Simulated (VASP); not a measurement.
An input for Quantum ESPRESSO's pw.x (written as the equivalent of a VASP run, and not itself run):

```
&CONTROL
  calculation = 'scf'
  pseudo_dir = './pseudo'
  outdir = './out'
  tprnfor = .true.
  tstress = .true.
/
&SYSTEM
  ibrav = 0
  nat = 2
  ntyp = 2
  ecutwfc = 84
  occupations = 'smearing'
  smearing = 'fermi-dirac'
  degauss = 0.00147
  input_dft = 'pbe'
/
&ELECTRONS
  conv_thr = 7.3e-08
  electron_maxstep = 100
/
ATOMIC_SPECIES
  Ca 40.078 Ca.upf
  O 15.999 O.upf
CELL_PARAMETERS angstrom
     0.0000000    2.3071960    2.3071960
     2.3071960    0.0000000    2.3071960
     2.3071960    2.3071960    0.0000000
ATOMIC_POSITIONS crystal
  Ca   0.0000000  0.0000000  0.0000000
  O    0.5000000  0.5000000  0.5000000
K_POINTS automatic
  12 12 12 0 0 0
```

Q: Translate this input to VASP (INCAR, KPOINTS, POSCAR, choice of POTCAR).

A: This is not unique; one that fits is 
File KPOINTS:
```
Regular mesh
0
Gamma
 12 12 12
0 0 0
```

POSCAR:
```
CaO
1
    0.0000000000     2.3071960000     2.3071960000
    2.3071960000     0.0000000000     2.3071960000
    2.3071960000     2.3071960000     0.0000000000
Ca O
1 1
Direct
  0.0000000000   0.0000000000   0.0000000000
  0.5000000000   0.5000000000   0.5000000000
```

### INCAR
```
EDIFF = 1E-6   ! SCF stop (eV)
LWAVE = .False.
PREC = Accurate
LREAL = .False.
ALGO = Normal
SYSTEM = CaO
SIGMA = 0.02
ISIF = 2
ISMEAR = -1   ! Fermi-Dirac
GGA = PE   ! PBE
LCHARG = .False.
ENCUT = 400
NELM = 100   ! most electronic steps
LASPH = .True.   ! aspherical one-centre terms
```

POTCAR, in this order: Ca_sv O (PBE.64 set). Program: vasp_std.

What does not carry over: the potentials are each code's own (VASP's PAW set, PseudoDojo norm-conserving files in pw.x), so ENCUT and ecutwfc are chosen apart and not converted; conv_thr bounds pw.x's estimated SCF error, while EDIFF bounds the energy change between steps.

The structure comes from a computed database's CaO entry; how it stands against other phases isn't given here. The cell was not relaxed at this level, and its volume differs by -5.9 % from the start's.
